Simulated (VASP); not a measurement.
# LuAs: convergence, energy along a vibration (SMASS = -2)

LuAs, atoms displaced along the mode, 2 atoms in the cell. PBEsol, energy along a line of displacements; PAW potentials Lu, As (PBE set). VASP 6.6.1.

Wanted: harmonic frequency within 1 %.

Mode: optical mode at Gamma along x.

POSCAR:
```
LuAs
1.0
    0.0000000000      2.8381907470      2.8381907470
    2.8381907470      0.0000000000      2.8381907470
    2.8381907470      2.8381907470      0.0000000000
Lu As
1 1
Direct
    0.5042255120      0.4957744880      0.4957744880
   -0.0098679735      0.0098679735      0.0098679735

    0.0059964045   0.0000000000   0.0000000000
   -0.0140035955   0.0000000000   0.0000000000
```

The series start from k mesh: 5 × 5 × 5; Cutoff (eV): 340; Step along the mode (Å): 0.02; Electronic threshold (eV): 1e-7; Precision and projection: Accurate, reciprocal space. Each series keeps the choices made before it, and each single choice may use up half of a tolerance.

## k mesh

| k mesh | Harmonic frequency (THz) | Time (s) |
|---|---|---|
| 2 × 2 × 2 | 7.225 | 21 |
| 3 × 3 × 3 | 3.864 | 26 |
| 4 × 4 × 4 | 4.839 | 34 |
| 5 × 5 × 5 | 4.062 | 51 |
| 6 × 6 × 6 | 4.585 | 67 |
| 7 × 7 × 7 (reference) | 4.923 | 126 |

Chosen: 7 × 7 × 7; the next looser run is off by more than half of the tolerance, so convergence isn't shown beyond this value.

## Cutoff (eV)

| Cutoff (eV) | Harmonic frequency (THz) | Time (s) |
|---|---|---|
| 180 | 5.033 | 78 |
| 220 | 4.973 | 96 |
| 260 | 4.934 | 85 |
| 300 | 4.925 | 74 |
| 340 | 4.923 | 126 |
| 390 (reference) | 4.923 | 140 |

Chosen: 260, the loosest value from which every tighter one stays within half of the tolerance.

## Electronic threshold (eV)

| Electronic threshold (eV) | Harmonic frequency (THz) | Time (s) |
|---|---|---|
| 0.001 | 4.916 | 46 |
| 0.0001 | 4.933 | 49 |
| 1e-5 | 4.934 | 52 |
| 1e-6 | 4.934 | 55 |
| 1e-7 | 4.934 | 85 |
| 1e-8 (reference) | 4.934 | 80 |

Chosen: 0.001.

## Precision and projection

| Precision and projection | Harmonic frequency (THz) | Time (s) |
|---|---|---|
| Accurate, reciprocal space | 4.916 | 46 |
| Normal, reciprocal space | 4.934 | 33 |
| Normal, Auto | 5.077 | 40 |

Chosen: Normal, reciprocal space; it saves 12.4 s of 46, so Accurate, reciprocal space would do nearly as well.

## All choices together

| Input | Harmonic frequency (THz) | Time (s) |
|---|---|---|
| defaults on a coarse mesh (naive) | 4.14 | 5.1 |
| chosen settings | 4.934 | 33 |
| reference settings throughout | 4.936 | 131 |

The chosen settings stay within the tolerance of the reference run, but the reference itself isn't shown to be converged in: k mesh.

## The input

INCAR:
```
SYSTEM = LuAs
  ALGO = Normal
  EDIFF = 0.001
  ENCUT = 260
  GGA = PS
  IBRION = 0
  ISMEAR = 0
  ISYM = 0
  KPAR = 2
  LASPH = .True.
  LCHARG = .False.
  LREAL = .False.
  LWAVE = .False.
  NELMIN = 4
  NSW = 9
  POTIM = 1
  PREC = Normal
  SIGMA = 0.03
  SMASS = -2
```

KPOINTS:
```
Automatic mesh
0
Gamma
  7 7 7
  0 0 0
```

Commands:
```
cat potpaw_PBE.64/Lu/POTCAR potpaw_PBE.64/As/POTCAR > POTCAR
mpirun -np 2 vasp_std > vasp.out
```

Limits: NELMIN = 4 forces that many electronic steps, so a loose EDIFF looks better here than it is.

The chosen input took VASP 6.6.1 33 s on 2 cores (Intel Xeon Platinum 8488C (Sapphire Rapids)), a shared host.

## An input that fails: electronic threshold far too loose

It runs to its end, but against the unchanged starting input it is off by 11 % in the harmonic frequency.

Changes against the starting input:
```
- EDIFF = 1e-07
- NELMIN = 4
+ EDIFF = 0.1
```
